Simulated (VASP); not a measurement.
Computed with PBE GGA + U (Dudarev), VASP's PBE PAW potentials (set 64) (plane waves; VASP).

The input files of a VASP run:

**POSCAR**
```
MnS
1
    5.2200000000     2.6100000000     2.6100000000
    2.6100000000     5.2200000000     2.6100000000
    2.6100000000     2.6100000000     5.2200000000
Mn S
2 2
Direct
  0.0000000000   0.0000000000   0.0000000000
  0.5000000000   0.5000000000   0.5000000000
  0.2500000000   0.2500000000   0.2500000000
  0.7500000000   0.7500000000   0.7500000000
```

### KPOINTS
```
Automatic mesh
0
Gamma
6 6 6
0 0 0
```

### INCAR
```
# general
SYSTEM    = MnS
PREC      = Accurate
ENCUT     = 400   # plane-wave cut-off (eV)
LREAL     = .False.
LASPH     = .True.

# electronic loop
EDIFF     = 1E-6   # SCF stop (eV)
NELM      = 100
ALGO      = Normal   # blocked Davidson
LMAXMIX   = 4   # l cut-off of mixed one-centre charges

# smearing
ISMEAR    = 0
SIGMA     = 0.05   # width (eV)

# functional
GGA       = PE

# spin
ISPIN     = 2   # spin-polarised
MAGMOM    = 5.0 -5.0 0.0 0.0

# DFT+U
LDAU      = .True.
LDAUTYPE  = 2   # Dudarev
LDAUL     = 2 -1
LDAUU     = 1.0 0
LDAUJ     = 0 0
LDAUPRINT = 1

# ions
ISIF      = 2   # forces and stress, cell fixed

# output
LWAVE     = .False.
LCHARG    = .False.
LORBIT    = 10
```

POTCAR, in this order: Mn_pv S (PBE.64 set). Program: vasp_std.

**Question.** What does the run give for the energy per atom (σ→0), cell moment, pressure, band gap (on the k-mesh)?

**Answer.** 
The energy per atom (σ→0) is -6.925 eV/atom, the cell moment is 0.00 μB and the band gap (on the k-mesh) comes out as 1.31 eV. The pressure is -2.31 GPa.

### OSZICAR
```
...
DAV:   9    -0.276867788753E+02    0.18989E-02   -0.65769E-02  3690   0.255E+00    0.744E-01
DAV:  10    -0.277000000863E+02   -0.13221E-01   -0.51594E-03  3747   0.767E-01    0.271E-01
DAV:  11    -0.277002653133E+02   -0.26523E-03   -0.74530E-04  3731   0.215E-01    0.184E-01
DAV:  12    -0.277004427104E+02   -0.17740E-03   -0.19664E-04  3540   0.968E-02    0.853E-02
DAV:  13    -0.277004633481E+02   -0.20638E-04   -0.26442E-05  3518   0.384E-02    0.257E-02
DAV:  14    -0.277004631239E+02    0.22413E-06   -0.17340E-05  3259   0.279E-02    0.103E-02
DAV:  15    -0.277004634937E+02   -0.36974E-06   -0.39894E-06  3319   0.118E-02
   1 F= -.27700463E+02 E0= -.27700463E+02  d E =-.785814E-14  mag=     0.0000
```

The compound is MnS in the rock salt, AFM-II order structure. The cell was not relaxed at this level. The run is one of a series of settings (LDAU = .TRUE., LDAUJ = 0 0, LDAUL = 2 -1, LDAUTYPE = 2, LDAUU = 1.0 0 against the base run), some of them coarse on purpose.
